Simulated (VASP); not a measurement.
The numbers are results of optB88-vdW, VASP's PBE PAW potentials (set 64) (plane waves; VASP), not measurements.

Input for VASP

**POSCAR**
```
CoSi2
1.0
  0.0000000000   2.6565137481   2.6565137481
  2.6565137481   0.0000000000   2.6565137481
  2.6565137481   2.6565137481   0.0000000000
Co Si
1 2
Direct
  0.0000000000   0.0000000000   0.0000000000
  0.2500000000   0.2500000000   0.2500000000
  0.7500000000   0.7500000000   0.7500000000
```

KPOINTS:
```
Automatic mesh
0
Gamma
9 9 9
0 0 0
```

INCAR:
```
! general
SYSTEM   = CoSi2
PREC     = Accurate
ENCUT    = 520
LREAL    = .FALSE.
LASPH    = .TRUE.

! electronic loop
EDIFF    = 1E-6
NELM     = 100
ALGO     = Normal
LMAXMIX  = 4

! smearing
ISMEAR   = 1
SIGMA    = 0.1

! functional
GGA      = BO
LUSE_VDW = .TRUE.
AGGAC    = 0.0
PARAM1   = 0.1833333333
PARAM2   = 0.22

! ions
IBRION   = 2
NSW      = 60
ISIF     = 3
EDIFFG   = -0.02

! output
LWAVE    = .FALSE.
LCHARG   = .FALSE.
```

POTCAR, in this order: Co Si (PBE.64 set). Program: vasp_std.

What VASP printed:

### OSZICAR
```
       N       E                     dE             d eps       ncg     rms          rms(c)
DAV:   1     0.775879743657E+02    0.77588E+02   -0.70914E+03   840   0.137E+03
DAV:   2    -0.104795166086E+02   -0.88067E+02   -0.82563E+02   852   0.259E+02
DAV:   3    -0.147615422387E+02   -0.42820E+01   -0.41305E+01  1084   0.659E+01
DAV:   4    -0.148612566205E+02   -0.99714E-01   -0.99464E-01  1012   0.970E+00
DAV:   5    -0.148644558498E+02   -0.31992E-02   -0.31979E-02  1136   0.177E+00    0.130E+01
DAV:   6    -0.172773501414E+02   -0.24129E+01   -0.28253E+01  1076   0.116E+02    0.144E+01
DAV:   7    -0.138439570027E+02    0.34334E+01   -0.12775E+01  1136   0.923E+01    0.339E+00
DAV:   8    -0.138440849664E+02   -0.12796E-03   -0.66111E-01   924   0.647E+00    0.164E+00
DAV:   9    -0.138204128115E+02    0.23672E-01   -0.98980E-02  1060   0.693E+00    0.374E-01
DAV:  10    -0.138208637624E+02   -0.45095E-03   -0.71116E-03  1080   0.130E+00    0.134E-01
DAV:  11    -0.138206565799E+02    0.20718E-03   -0.87421E-04  1140   0.643E-01    0.284E-02
DAV:  12    -0.138206632237E+02   -0.66438E-05   -0.51658E-05   972   0.686E-02    0.130E-02
DAV:  13    -0.138206626018E+02    0.62189E-06   -0.59633E-06  1180   0.452E-02
   1 F= -.13820663E+02 E0= -.13820555E+02  d E =-.138207E+02
       N       E                     dE             d eps       ncg     rms          rms(c)
DAV:   1    -0.147696629061E+02   -0.94900E+00   -0.11034E+01   916   0.679E+01    0.879E+00
DAV:   2    -0.177769595423E+02   -0.30073E+01   -0.30714E+01  1244   0.123E+02    0.173E+01
DAV:   3    -0.138353050769E+02    0.39417E+01   -0.15124E+01  1172   0.742E+01    0.236E+00
DAV:   4    -0.138357498942E+02   -0.44482E-03   -0.37293E-01   936   0.692E+00    0.127E+00
DAV:   5    -0.138210548861E+02    0.14695E-01   -0.19526E-02  1316   0.198E+00    0.335E-01
DAV:   6    -0.138204227835E+02    0.63210E-03   -0.15577E-03  1264   0.571E-01    0.131E-01
DAV:   7    -0.138204004578E+02    0.22326E-04   -0.97240E-05  1260   0.144E-01    0.312E-02
DAV:   8    -0.138204022526E+02   -0.17948E-05   -0.58506E-06   924   0.236E-02    0.755E-03
DAV:   9    -0.138204024538E+02   -0.20116E-06   -0.26828E-07   512   0.670E-03
   2 F= -.13820402E+02 E0= -.13820523E+02  d E =0.260148E-03
       N       E                     dE             d eps       ncg     rms          rms(c)
DAV:   1    -0.140929340642E+02   -0.27253E+00   -0.28069E+00   964   0.336E+01    0.473E+00
DAV:   2    -0.148720936864E+02   -0.77916E+00   -0.77107E+00  1032   0.605E+01    0.805E+00
DAV:   3    -0.138435238464E+02    0.10286E+01   -0.37931E+00  1132   0.476E+01    0.718E-01
DAV:   4    -0.138479961677E+02   -0.44723E-02   -0.11490E-01   856   0.249E+00    0.538E-01
DAV:   5    -0.138445125411E+02    0.34836E-02   -0.72200E-03  1212   0.169E+00    0.126E-01
DAV:   6    -0.138444509933E+02    0.61548E-04   -0.65378E-04  1280   0.278E-01    0.475E-02
DAV:   7    -0.138444359088E+02    0.15084E-04   -0.65513E-05  1208   0.159E-01    0.142E-02
DAV:   8    -0.138444358004E+02    0.10835E-06   -0.37590E-06   916   0.262E-02
   3 F= -.13844436E+02 E0= -.13844431E+02  d E =-.237732E-01
```

OUTCAR:
```
------------------------ aborting loop because EDIFF is reached ----------------------------------------
  FORCE on cell =-STRESS in cart. coord.  units (eV):
  Direction    XX          YY          ZZ          XY          YZ          ZX
  --------------------------------------------------------------------------------------
  Total        0.0332509      0.0332509      0.0332509     -0.0000000     -0.0000000     -0.0000000
  in kB        1.3737524      1.3737524      1.3737524     -0.0000000     -0.0000000     -0.0000000
  external PRESSURE =       1.3737524 kB  Pullay stress =       0.0000000 kB
  volume of cell :       38.78
      direct lattice vectors                 reciprocal lattice vectors
     0.000000000  2.686529820  2.686529820    -0.186113698  0.186113698  0.186113698
     2.686529820  0.000000000  2.686529820     0.186113698 -0.186113698  0.186113698
     2.686529820  2.686529820 -0.000000000     0.186113698  0.186113698 -0.186113698
 POSITION                                       TOTAL-FORCE (eV/Angst)
 -----------------------------------------------------------------------------------
      0.00000      0.00000      0.00000         0.000000     -0.000000     -0.000000
      1.34326      1.34326      1.34326         0.000000      0.000000     -0.000000
      4.02979      4.02979      4.02979        -0.000000     -0.000000      0.000000
 -----------------------------------------------------------------------------------
    total drift:                               -0.000000     -0.000000      0.000000
  FREE ENERGIE OF THE ION-ELECTRON SYSTEM (eV)
  ---------------------------------------------------
  free  energy   TOTEN  =       -13.8444358004 eV

  energy  without entropy=      -13.8444203922  energy(sigma->0) =      -13.84443066

 reached required accuracy - stopping structural energy minimisation
```
(Selected blocks of OUTCAR.)

### CONTCAR
```
CoSi2
   1.00000000000000
     0.0000000000000000    2.6865298204740506    2.6865298204740506
     2.6865298204740506    0.0000000000000000    2.6865298204740506
     2.6865298204740506    2.6865298204740506   -0.0000000000000000
  Co              Si
     1     2
Direct
     0.0000000000000000    0.0000000000000000    0.0000000000000000
     0.2500000000000000    0.2500000000000000    0.2500000000000000
     0.7500000000000000    0.7500000000000000    0.7500000000000000
```

Energy and stress use the plane-wave basis of the starting cell.

The compound is CoSi2 in the fluorite structure. This run relaxes it. Symmetry was kept, so distortions that lower it aren't found. The start is the result of an earlier pass. The run is not spin-polarised, so no magnetic state was tried. The electron count is odd and the run is not spin-polarised, which forces a metal.
